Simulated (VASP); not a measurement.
Here is a VASP 6.6.1 calculation.

File INCAR:

```
PREC = Accurate
ENCUT = 520
EDIFF = 1E-7
ISMEAR = 0
SIGMA = 0.1
LREAL = False
LASPH = True
NELM = 120
ALGO = Normal
ISIF = 3
LWAVE = False
LCHARG = False
GGA = PE
IBRION = 2
NSW = 60
EDIFFG = -0.005
POTIM = 0.3
KPAR = 4
```

KPOINTS

```
Automatic mesh
0
Gamma
  12 12 2
```

File POSCAR:

```
Nb2SiO2                                 
1.0
    3.0197343757     -0.0000000002      0.0000000000
   -1.5098671831      2.6151666780      0.0000000000
    0.0000000000     -0.0000000000     18.2138523512
  Nb              Si              O             
     4     2     4
Direct
     0.6666666699999979    0.3333333300000021    0.3619625573121749
     0.3333333300000021    0.6666666699999979    0.6380374426878251
     0.6666666699999979    0.3333333300000021    0.1380374426878251
     0.3333333300000021    0.6666666699999979    0.8619625573121749
     0.3333333300000021    0.6666666699999979    0.2500000000000000
     0.6666666699999979    0.3333333300000021    0.7500000000000000
     0.3333333300000021    0.6666666699999979    0.4244398229340908
     0.6666666699999979    0.3333333300000021    0.5755601770659090
     0.3333333300000021    0.6666666699999979    0.0755601770659091
     0.6666666699999979    0.3333333300000021    0.9244398229340910
```

Potentials or basis: VASP PAW PBE potentials, release 64 (Nb_sv, Si, O).

Run with:

```bash
$ cat potpaw_PBE.64/Nb_sv/POTCAR potpaw_PBE.64/Si/POTCAR potpaw_PBE.64/O/POTCAR > POTCAR
$ mpirun -np 4 vasp_std > vasp.out
```

**Question.** Estimate the relaxed volume.

**Answer.** 14.85 Å³/atom.

**Question.** Predict the space group after relaxing (to 0.05 Å).

**Answer.** P6_3/mmc (No. 194).

Final structure:
```
Nb Si O
1.0
     3.01556    0.00000    0.00000
    -1.50778    2.61155    0.00000
     0.00000    0.00000   18.85938
Nb Si O
4 2 4
Direct
  0.66667 0.33333 0.35855
  0.33333 0.66667 0.64145
  0.66667 0.33333 0.14145
  0.33333 0.66667 0.85855
  0.33333 0.66667 0.25000
  0.66667 0.33333 0.75000
  0.33333 0.66667 0.41911
  0.66667 0.33333 0.58089
  0.33333 0.66667 0.08089
  0.66667 0.33333 0.91911
```
